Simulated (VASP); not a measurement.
**AlSn under changes of volume**

One of the cells (24.328 Å³/atom); the others are scaled copies at fixed shape and fractional positions:

```
CELL_PARAMETERS angstrom
4.12910 0.00000 0.00000
-2.06455 3.57590 0.00000
0.00000 0.00000 3.29534
ATOMIC_POSITIONS crystal
Sn 0.33333 0.66667 0.50000
Al 0.00000 0.00000 0.00000
```

The cell comes from a database or a generator and needn't be the stable form of this composition.

| Item | Value |
| --- | --- |
| Program | VASP 6.6.1 |
| Functional | PBEsol |
| Potentials or basis | VASP PAW PBE potentials, release 64 (Sn_d, Al) |
| Cutoff | 520 eV |
| k mesh | 6 × 6 × 8 |
| Occupations | fermi-dirac, width 0.05 eV |
| Spin | no spin polarisation |

| volume (Å³/atom) | energy over the lowest point (meV/atom) | pressure (GPa) |
| --- | --- | --- |
| 23.355 | ? | ? |
| 23.842 | 1.85 | 1.1 |
| 24.328 | 0.00 | 0.0 |
| 24.815 | 1.56 | -1.1 |
| 25.301 | 6.20 | -2.0 |

Question: What does the run at 23.355 Å³/atom give?

Answer: Energy over the lowest point 7.42 meV/atom; pressure 2.4 GPa.

Worked out: A Birch-Murnaghan fit of order 2 (a polynomial in V^(-2/3)) to the other rows has its minimum at 24.34 Å³/atom with B0 = V·E''(V) = 56 GPa at fixed shape and positions, which overstates the stiffness. It gives 7.48 meV/atom at 23.355 Å³/atom, against the run's 7.42, and -dE/dV = 2.5 GPa, against 2.4.

Energies are extrapolated to zero smearing.

Caveats: the PAW data sets were made with another functional, which shifts forces and pressure a little.
